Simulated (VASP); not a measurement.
OSZICAR of a VASP run on WC (wc):

OSZICAR:
```
       N       E                     dE             d eps       ncg     rms          rms(c)
DAV:   1     0.114702546315E+03    0.11470E+03   -0.98242E+03 15494   0.154E+03
DAV:   2    -0.172951836598E+02   -0.13200E+03   -0.12863E+03 17590   0.382E+02
DAV:   3    -0.213786368684E+02   -0.40835E+01   -0.40308E+01 19107   0.615E+01
DAV:   4    -0.214193840223E+02   -0.40747E-01   -0.40713E-01 16785   0.643E+00
DAV:   5    -0.214197133529E+02   -0.32933E-03   -0.32924E-03 18558   0.603E-01    0.318E+01
DAV:   6    -0.179899391529E+02    0.34298E+01   -0.10663E+01 17705   0.334E+01    0.816E+00
DAV:   7    -0.179503381259E+02    0.39601E-01   -0.38492E-01 16365   0.534E+00    0.523E+00
DAV:   8    -0.179236186515E+02    0.26719E-01   -0.90122E-02 17555   0.242E+00    0.849E-01
DAV:   9    -0.179213641388E+02    0.22545E-02   -0.78739E-03 16335   0.581E-01    0.144E-01
DAV:  10    -0.179213812481E+02   -0.17109E-04   -0.50717E-04 17025   0.289E-01    0.802E-02
DAV:  11    -0.179213689881E+02    0.12260E-04   -0.72419E-05 17620   0.702E-02    0.101E-02
DAV:  12    -0.179213676409E+02    0.13472E-05   -0.56241E-06 16830   0.213E-02    0.335E-03
DAV:  13    -0.179213676424E+02   -0.15041E-08   -0.13954E-07  8030   0.430E-03
   1 F= -.17921368E+02 E0= -.17921367E+02  d E =-.965065E-06
```

**Question.** Which electronic solver shows in the log?

**Answer.** It is blocked Davidson (ALGO = Normal, or the opening steps of other solvers). The INCAR had ALGO = Normal.

**Question.** Can the final energy be trusted as converged?

**Answer.** The calculation finished and met its thresholds. It stopped with EDIFF = 1E-6, NELM = 100 (PBE GGA + U (Dudarev), plane waves, VASP's PBE PAW potentials (set 64)).

The compound is WC in the wc structure. The cell was not relaxed at this level, atoms are displaced from their ideal sites. The run is one of a series of settings (LDAU = .TRUE., LDAUJ = 0 0, LDAUL = 2 -1, LDAUTYPE = 2, LDAUU = 4.0 0 against the base run), some of them coarse on purpose.
